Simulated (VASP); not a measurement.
```
CuZn
1.0
    2.95000     0.00000     0.00000
    0.00000     2.95000     0.00000
    0.00000     0.00000     2.95000
Zn Cu
1 1
Direct
  0.50000   0.50000   0.50000
  0.00000   0.00000   0.00000
```

The numbers are results of optB88-vdW, VASP's PBE PAW potentials (set 64) (plane waves; VASP), not measurements. Settings: 520 eV cut-off, 11×11×11 Γ-centred mesh, first-order Methfessel-Paxton smearing of 0.10 eV, potentials Zn Cu.

The ions, cell shape and volume are relaxed. Predict the relaxed structure.

```
CuZn
1.0
    2.96237     0.00000     0.00000
    0.00000     2.96237     0.00000
    0.00000     0.00000     2.96237
Zn Cu
1 1
Direct
  0.50000   0.50000   0.50000
  0.00000   0.00000   0.00000
```
Space group Pm-3m (221), at a tolerance of 0.03 Å.

How do energy and volume change from the first to the last step?

The energy (σ→0) changes by -0.7 meV/atom and the volume by +1.3 %, in 3 ionic steps.

```json
[
 {"step": "1", "E(σ→0) (eV)": "1.1988", "max force (eV/Å)": "0.000", "pressure (GPa)": "1.56", "volume (Å³)": "25.67"},
 {"step": "2", "E(σ→0) (eV)": "1.1976", "max force (eV/Å)": "0.000", "pressure (GPa)": "-0.51", "volume (Å³)": "26.14"},
 {"step": "3", "E(σ→0) (eV)": "1.1973", "max force (eV/Å)": "0.000", "pressure (GPa)": "-0.06", "volume (Å³)": "26.00"}
]
```

The compound is CuZn in the CsCl type structure. This run relaxes it. Symmetry was kept, so distortions that lower it aren't found. The electron count is odd and the run is not spin-polarised, which forces a metal.
